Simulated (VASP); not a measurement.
Consider the following.

```
TiSe2
1.0
    1.72371    -2.98555     0.00000
    1.72371     2.98555     0.00000
    0.00000     0.00000     5.78302
Ti Se
1 2
Direct
  0.00000   0.00000   0.00000
  0.33333   0.66667   0.26537
  0.66667   0.33333   0.73463
```

The numbers are results of LDA (Ceperley-Alder, Perdew-Zunger), VASP's LDA PAW potentials (set 64) (plane waves; VASP), not measurements. Settings: 520 eV cut-off, 11×11×6 Γ-centred mesh, tetrahedra with Blöchl corrections, potentials Ti_sv Se.

The cores are frozen, which limits the accuracy of field gradients.

Question: Give the principal components of the electric field gradient (V/Å²) and the asymmetry η at each nucleus.

Answer: 
| atom | Vxx | Vyy | Vzz | η |
|---|---|---|---|---|
| Ti1 | 14.1 | 14.1 | -28.2 | 0.00 |
| Se2 | 7.4 | 7.4 | -14.8 | 0.00 |
| Se3 | 7.4 | 7.4 | -14.8 | 0.00 |

The compound is TiSe2 in the 1T layered structure. It was relaxed first, which changed the volume by -9 %.
